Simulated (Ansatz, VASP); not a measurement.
# AlGa7As8 (alloy, x = 0.875, one random ordering in a cell of 16 atoms (invented)) in two plane-wave programs

One calculation is typed for both programs; each brings its own data sets. How far apart do they land? The cell is generated by rule, not measured, and may not be a known phase. The cell is taken from a series of runs on this material, whose earlier steps may have relaxed, scaled, displaced or heated it; both programs get it as it stands.

Method: plane waves, with VASP 6.6.1 beside it; relaxation of cell and atoms at r2SCAN, in Ansatz 0.2.0.

## (1) The structure

It takes space group F-43m (No. 216, cubic). The conventional cell has a = 11.335 Å, b = 11.335 Å, c = 11.335 Å, α = 90.00°, β = 90.00°, γ = 90.00°. Ga has 4 As at 2.45 Å nearest. Nearest to Ga lie 4 As at 2.45 to 2.46 Å. Nearest to Al lie 4 As at 2.45 Å. As has 4 Ga at 2.45 to 2.46 Å nearest. As has 1 Al at 2.45 Å and 3 Ga at 2.45 Å nearest. Farther neighbours are not listed.

Structure file:

```xyz
16
Lattice="0.0000 5.6673 5.6673 5.6673 0.0000 5.6673 5.6673 5.6673 0.0000" Properties=species:S:1:pos:R:3 pbc="T T T"
Ga    0.0000    0.0000    0.0000
Ga    2.8336    0.0024    2.8336
Ga    2.8336    2.8336    5.6649
Ga    0.0024    2.8336    2.8336
Ga    5.6649    2.8336    2.8336
Ga    2.8336    2.8336    0.0024
Ga    2.8336    5.6649    2.8336
Al    5.6673    5.6673    5.6673
As    7.0840    9.9178    7.0840
As    9.9178    9.9178    9.9178
As    9.9178    7.0840    7.0840
As    7.0828    7.0828    4.2517
As    7.0840    7.0840    9.9178
As    4.2517    7.0828    7.0828
As    4.2517    4.2517    4.2517
As    7.0828    4.2517    7.0828
```

## (2) VASP: relaxation of cell and atoms, r2SCAN

The relaxed volume is the usual yardstick between codes: in a stiff, nearly cubic crystal its relative difference is about their pressure difference at one cell divided by the bulk modulus.

Lines of VASP's logs that name or quote its potential files are left out, and so is its time.

Input file INCAR:

```
SYSTEM = AlGa7As8
PREC = Accurate
ENCUT = 550
EDIFF = 1E-07
NELM = 120
ISMEAR = 0
SIGMA = 0.01
LREAL = .FALSE.
ALGO = Normal
METAGGA = R2SCAN
LASPH = .TRUE.
NBANDS = 83
LORBIT = 11
LWAVE = .FALSE.
LCHARG = .FALSE.
ISIF = 3
IBRION = 2
NSW = 80
EDIFFG = -0.005
GGA_COMPAT = .FALSE.
NELMIN = 4
EFERMI = MIDGAP
LMIXTAU = .TRUE.
KPAR = 4
```

Input file POSCAR:

```
AlGa7As8
1.0
    0.0000000000      5.6672570000      5.6672570000
    5.6672570000      0.0000000000      5.6672570000
    5.6672570000      5.6672570000      0.0000000000
Ga Al As
7 1 8
Direct
    0.0000000000      0.0000000000      0.0000000000
    0.0002098017      0.4997902866      0.0002098017
    0.4997901983      0.4997901983      0.0002098899
    0.4997902866      0.0002098017      0.0002098017
    0.0002098899      0.4997901983      0.4997901983
    0.0002098017      0.0002098017      0.4997902866
    0.4997901983      0.0002098899      0.4997901983
    0.5000000000      0.5000000000      0.5000000000
    0.8750047863      0.3749856412      0.8750047863
    0.8750047863      0.8750047863      0.8750047863
    0.3749856412      0.8750047863      0.8750047863
    0.3751077461      0.3751077461      0.8746767616
    0.8750047863      0.8750047863      0.3749856412
    0.8746767616      0.3751077461      0.3751077461
    0.3751077461      0.3751077461      0.3751077461
    0.3751077461      0.8746767616      0.3751077461
```

Input file KPOINTS:

```
Automatic mesh
0
Gamma
4 4 4
0 0 0
```

The projector-augmented-wave data sets are Ga_d, Al and As (PBE family, release 64).

Launch:

```console
$ mpirun -np 4 vasp_std
```

Numbers of over 12 decimals in the logs are rounded to 6 here.

Log:

```text
[banner, memory and clock lines left out]
running    4 mpi-ranks, on    1 nodes
 distrk:  each k-point on    1 cores,    4 groups
 distr:  one band on    1 cores,    1 groups

 POSCAR found type information on POSCAR GaAlAs
 POSCAR found :  3 types and      16 ions
|                                                                             |
|               ----> ADVICE to this user running VASP <----                  |
|                                                                             |
|     You enforced a specific xc type in the INCAR file but a different       |
|     [... a line on the potential file left out ...]
|     I HOPE YOU KNOW WHAT YOU ARE DOING!                                     |
|                                                                             |

 LDA part: xc-table for (None), standard interpolation
 POSCAR, INCAR and KPOINTS ok, starting setup
 FFT: planning ... GRIDC
 FFT: planning ... GRID_SOFT
 FFT: planning ... GRID
 WAVECAR not read
 entering main loop
       N       E                     dE             d eps       ncg     rms          rms(c)
DAV:   1     0.127239775065E+04    0.12724E+04   -0.60500E+04  1513   0.233E+03
DAV:   2     0.855966154100E+02   -0.11868E+04   -0.11386E+04  1368   0.682E+02
DAV:   3    -0.201608071955E+03   -0.28720E+03   -0.27298E+03  1648   0.213E+02
DAV:   4    -0.226500084383E+03   -0.24892E+02   -0.24499E+02  1535   0.604E+01
DAV:   5    -0.227829513301E+03   -0.13294E+01   -0.13252E+01  1792   0.150E+01    0.967E+00
DAV:   6    -0.218701858126E+03    0.91277E+01   -0.49347E+00  1853   0.190E+01    0.546E+00
DAV:   7    -0.208045056859E+03    0.10657E+02   -0.24898E+00  1464   0.722E+00    0.251E+00
DAV:   8    -0.211850567899E+03   -0.38055E+01   -0.32456E+00  1426   0.665E+00    0.955E-01
DAV:   9    -0.211786447246E+03    0.64121E-01   -0.35672E-01  1552   0.327E+00    0.821E-01
DAV:  10    -0.211833088637E+03   -0.46641E-01   -0.88924E-02  1498   0.215E+00    0.443E-01
DAV:  11    -0.211977735724E+03   -0.14465E+00   -0.29419E-01  1410   0.257E+00    0.162E-01
DAV:  12    -0.212042631940E+03   -0.64896E-01   -0.40626E-02  1560   0.106E+00    0.199E-01
DAV:  13    -0.212042133274E+03    0.49867E-03   -0.24869E-03  1570   0.211E-01    0.196E-01
DAV:  14    -0.212042271900E+03   -0.13863E-03   -0.21393E-03  1504   0.225E-01    0.675E-02
[...]
DAV:  20    -0.212043398992E+03    0.55445E-05   -0.95389E-05  1656   0.582E-02    0.115E-02
DAV:  21    -0.212043415972E+03   -0.16980E-04   -0.24103E-05  1562   0.285E-02    0.137E-02
DAV:  22    -0.212043410345E+03    0.56265E-05   -0.21667E-06  1696   0.917E-03    0.160E-02
DAV:  23    -0.212043411061E+03   -0.71547E-06   -0.50170E-07  1328   0.456E-03    0.135E-02
DAV:  24    -0.212043416042E+03   -0.49811E-05   -0.69454E-06  1496   0.342E-02    0.898E-03
DAV:  25    -0.212043423203E+03   -0.71608E-05   -0.69608E-06  1420   0.197E-02    0.146E-02
DAV:  26    -0.212043423562E+03   -0.35928E-06   -0.13871E-06  1640   0.854E-03    0.146E-02
DAV:  27    -0.212043423617E+03   -0.54722E-07   -0.14138E-07   936   0.391E-03
   1 F= -.21204342E+03 E0= -.21204342E+03  d E =-.212043E+03
[...]
2 F= -.21204350E+03 E0= -.21204350E+03  d E =-.735274E-04
[...]
3 F= -.21204359E+03 E0= -.21204359E+03  d E =-.168167E-03
[...]
4 F= -.21204358E+03 E0= -.21204358E+03  d E =-.155348E-03
[...]
5 F= -.21204359E+03 E0= -.21204359E+03  d E =-.164216E-03
[...]
6 F= -.21204358E+03 E0= -.21204358E+03  d E =-.161177E-03
 curvature:  -0.17 expect dE=-0.398E-05 dE for cont linesearch -0.124E-06
 ZBRENT: accuracy reached
 trial: gam= 0.06227 g(F)=  0.182E-04 g(S)=  0.470E-05 ort =-0.229E-04 (trialstep = 0.939E+00)
 search vector abs. value=  0.229E-04
 bond charge predicted
       N       E                     dE             d eps       ncg     rms          rms(c)
DAV:   1    -0.212043593821E+03   -0.89314E-05   -0.52232E-04  1438   0.816E-02    0.105E-02
DAV:   2    -0.212043598166E+03   -0.43443E-05   -0.45509E-05  1677   0.351E-02    0.505E-03
DAV:   3    -0.212043598804E+03   -0.63807E-06   -0.36017E-06  1700   0.109E-02    0.266E-03
DAV:   4    -0.212043599037E+03   -0.23326E-06   -0.49132E-07  1296   0.758E-03    0.933E-04
DAV:   5    -0.212043598752E+03    0.28536E-06   -0.11853E-07   914   0.305E-03    0.293E-04
DAV:   6    -0.212043598550E+03    0.20126E-06   -0.53305E-08   807   0.200E-03    0.118E-04
DAV:   7    -0.212043598432E+03    0.11819E-06   -0.22515E-08   790   0.149E-03    0.669E-05
DAV:   8    -0.212043598382E+03    0.50506E-07   -0.83759E-09   767   0.766E-04
   7 F= -.21204360E+03 E0= -.21204360E+03  d E =-.135882E-04
 trial-energy change:   -0.000014  1 .order   -0.000013   -0.000020   -0.000006
 step:   1.2436(harm=  1.3329)  dis= 0.00037  next Energy=  -212.043599 (dE=-0.146E-04)
 reached required accuracy - stopping structural energy minimisation
```

From OUTCAR (step 2):

```text
ion  position               nearest neighbor table
   1  0.000  0.000  0.000-  10 2.45   9 2.45  11 2.45  13 2.45
   2  0.000  0.500  0.000-  12 2.45  14 2.45  10 2.46   9 2.46
   3  0.500  0.500  0.000-  15 2.45  12 2.45   9 2.46  11 2.46
   4  0.500  0.000  0.000-  12 2.45  16 2.45  10 2.46  11 2.46
   5  0.000  0.500  0.500-  15 2.45  14 2.45   9 2.46  13 2.46
   6  0.000  0.000  0.500-  14 2.45  16 2.45  10 2.46  13 2.46
   7  0.500  0.000  0.500-  15 2.45  16 2.45  11 2.46  13 2.46
   8  0.500  0.500  0.500-  12 2.45  14 2.45  16 2.45  15 2.45
   9  0.875  0.375  0.875-   1 2.45   3 2.46   5 2.46   2 2.46
  10  0.875  0.875  0.875-   1 2.45   2 2.46   4 2.46   6 2.46
  11  0.375  0.875  0.875-   1 2.45   3 2.46   7 2.46   4 2.46
  12  0.375  0.375  0.875-   8 2.45   4 2.45   2 2.45   3 2.45
  13  0.875  0.875  0.375-   1 2.45   5 2.46   7 2.46   6 2.46
  14  0.875  0.375  0.375-   8 2.45   6 2.45   2 2.45   5 2.45
  15  0.375  0.375  0.375-   8 2.45   7 2.45   5 2.45   3 2.45
  16  0.375  0.875  0.375-   8 2.45   6 2.45   4 2.45   7 2.45

  LATTYP: Found a face centered cubic cell.
 ALAT       =    11.3345140000

 Subroutine GETGRP returns: Found 24 space group operations
 (whereof 24 operations were pure point group operations)

The static configuration has the point symmetry T_d .

 Found      8 irreducible k-points:

   k-points           NKPTS =      8   k-points in BZ     NKDIM =      8   number of bands    NBANDS=     83

   dimension x,y,z NGX =    64 NGY =   64 NGZ =   64
   dimension x,y,z NGXF=   128 NGYF=  128 NGZF=  128

   ENCUT  =  550.0 eV  40.42 Ry    6.36 a.u.  15.33 15.33 15.33*2*pi/ulx,y,z

   NELECT =     134.0000    total number of electrons

 k-points in reciprocal lattice and weights: Automatic mesh
   0.00000000  0.00000000  0.00000000       0.016
   0.25000000  0.00000000  0.00000000       0.125
   0.50000000  0.00000000  0.00000000       0.062
   0.25000000  0.25000000  0.00000000       0.094
   0.50000000  0.25000000  0.00000000       0.375
  -0.25000000  0.25000000  0.00000000       0.188
   0.50000000  0.50000000  0.00000000       0.047
  -0.25000000  0.50000000  0.25000000       0.094

 average (electrostatic) potential at core
       1 -71.2627       2 -71.2758       3 -71.2758       4 -71.2758       5 -71.2758
       6 -71.2758       7 -71.2758       8 -79.6193       9 -54.9275      10 -54.9275
      11 -54.9275      12 -54.8331      13 -54.9275      14 -54.8331      15 -54.8331
      16 -54.8331

 E-fermi :   4.1241

 k-point     1 :       0.0000    0.0000    0.0000
  band No.  band energies     occupation
    ...
     63       2.4927      2.00000
     64       2.4927      2.00000
     65       3.5960      2.00000
     66       3.5960      2.00000
     67       3.5960      2.00000
     68       4.6522      0.00000
     69       4.9627      0.00000
     70       4.9627      0.00000
     71       4.9627      0.00000
     72       5.3087      0.00000
    ...

 k-point     2 :       0.2500    0.0000    0.0000
  band No.  band energies     occupation
    ...
     63       2.1806      2.00000
     64       2.5908      2.00000
     65       2.5908      2.00000
     66       3.3699      2.00000
     67       3.3699      2.00000
     68       5.1644      0.00000
     69       5.5882      0.00000
     70       5.5882      0.00000
     71       5.6036      0.00000
     72       5.7307      0.00000
    ...

 k-point     3 :       0.5000    0.0000    0.0000
  band No.  band energies     occupation
    ...
     63       1.5831      2.00000
     64       2.8935      2.00000
     65       2.8935      2.00000
     66       2.9716      2.00000
     67       2.9716      2.00000
     68       5.4516      0.00000
     69       5.5816      0.00000
     70       6.0357      0.00000
     71       6.0357      0.00000
     72       6.1648      0.00000
    ...

  Total       -0.0065771     -0.0065771     -0.0065771     -0.0000000     -0.0000000     -0.0000000
  in kB       -0.0288982     -0.0288982     -0.0288982     -0.0000000     -0.0000000     -0.0000000
  external PRESSURE =      -0.0288982 kB  Pullay stress =       0.0000000 kB

  energy-cutoff  :      550.00
  volume of cell :      364.65
      direct lattice vectors                 reciprocal lattice vectors
     0.000000000  5.670409566  5.670409566    -0.088177052  0.088177052  0.088177052
     5.670409566  0.000000000  5.670409566     0.088177052 -0.088177052  0.088177052
     5.670409566  5.670409566  0.000000000     0.088177052  0.088177052 -0.088177052

 POSITION                                       TOTAL-FORCE (eV/Angst)
 -----------------------------------------------------------------------------------
      0.00000      0.00000      0.00000         0.000000      0.000000      0.000000
      2.83521      0.00245      2.83521         0.000000      0.000635      0.000000
      2.83521      2.83521      5.66796         0.000000      0.000000     -0.000635
      0.00245      2.83521      2.83521         0.000635      0.000000      0.000000
      5.66796      2.83521      2.83521        -0.000635      0.000000      0.000000
      2.83521      2.83521      0.00245         0.000000      0.000000      0.000635
      2.83521      5.66796      2.83521         0.000000     -0.000635      0.000000
      5.67041      5.67041      5.67041         0.000000      0.000000      0.000000
      7.08802      9.92321      7.08802         0.000180     -0.000180      0.000180
      9.92321      9.92321      9.92321        -0.000180     -0.000180     -0.000180
      9.92321      7.08802      7.08802        -0.000180      0.000180      0.000180
      7.08617      7.08617      4.25465        -0.001614     -0.001614      0.001614
      7.08802      7.08802      9.92321         0.000180      0.000180     -0.000180
      4.25465      7.08617      7.08617         0.001614     -0.001614     -0.001614
      4.25465      4.25465      4.25465         0.001614      0.001614      0.001614
      7.08617      4.25465      7.08617        -0.001614      0.001614     -0.001614
 -----------------------------------------------------------------------------------
    total drift:                               -0.000697     -0.000697     -0.000698

  FREE ENERGIE OF THE ION-ELECTRON SYSTEM (eV)
  ---------------------------------------------------
  free  energy   TOTEN  =      -212.0435983817 eV

  energy  without entropy=     -212.0435983817  energy(sigma->0) =     -212.04359838

 reached required accuracy - stopping structural energy minimisation

 total charge
# of ion       s       p       d       tot
------------------------------------------
    1        0.847   0.787   9.997  11.632
    2        0.846   0.785   9.998  11.628
    3        0.846   0.785   9.998  11.628
    4        0.846   0.785   9.998  11.628
    5        0.846   0.785   9.998  11.628
    6        0.846   0.785   9.998  11.628
    7        0.846   0.785   9.998  11.628
    8        0.403   0.383   0.000   0.785
    9        1.204   1.633   0.032   2.868
   10        1.204   1.633   0.032   2.868
   11        1.204   1.633   0.032   2.868
   12        1.199   1.660   0.030   2.889
   13        1.204   1.633   0.032   2.868
   14        1.199   1.660   0.030   2.889
   15        1.199   1.660   0.030   2.889
   16        1.199   1.660   0.030   2.889
--------------------------------------------------
tot         15.938  19.048  70.230 105.216

[... 3 further parts left out ...]
```

CONTCAR:

```
AlGa7As8
   1.00000000000000
     0.0000000000000000    5.6704095661037499    5.6704095661037499
     5.6704095661037499    0.0000000000000000    5.6704095661037499
     5.6704095661037499    5.6704095661037499    0.0000000000000000
  Ga              Al              As
     7     1     8
Direct
     0.0000000000000000    0.0000000000000000    0.0000000000000000
     0.0002159832021248    0.4997841050978807    0.0002159832021248
     0.4997840167978752    0.4997840167978752    0.0002160714021215
     0.4997841050978807    0.0002159832021248    0.0002159832021248
     0.0002160714021215    0.4997840167978752    0.4997840167978752
     0.0002159832021248    0.0002159832021248    0.4997841050978807
     0.4997840167978752    0.0002160714021215    0.4997840167978752
     0.5000000000000000    0.5000000000000000    0.5000000000000000
     0.8749994311062325    0.3750017067813114    0.8749994311062325
     0.8749994311062325    0.8749994311062325    0.8749994311062325
     0.3750017067813114    0.8749994311062325    0.8749994311062325
     0.3751627587965771    0.3751627587965771    0.8745117235102671
     0.8749994311062325    0.8749994311062325    0.3750017067813114
     0.8745117235102671    0.3751627587965771    0.3751627587965771
     0.3751627587965771    0.3751627587965771    0.3751627587965771
     0.3751627587965771    0.8745117235102671    0.3751627587965771
```

The run keeps the 24 symmetry operations of its start, so it cannot find a distortion of lower symmetry.

(Continued in part 2 of 2.)

[Lines on the potential files, build, host, timing and source positions are cut from VASP's logs without a mark.]

[Logs are printed without paths, hosts, clocks, repeated set-up lines and the standing remarks that a program may print on its own settings, such as how far it seeks lower states.]

[Hosts, paths, dates, database ids (printed as entryN), source tags and the programs' standing remarks are cut or masked in the printed files.]
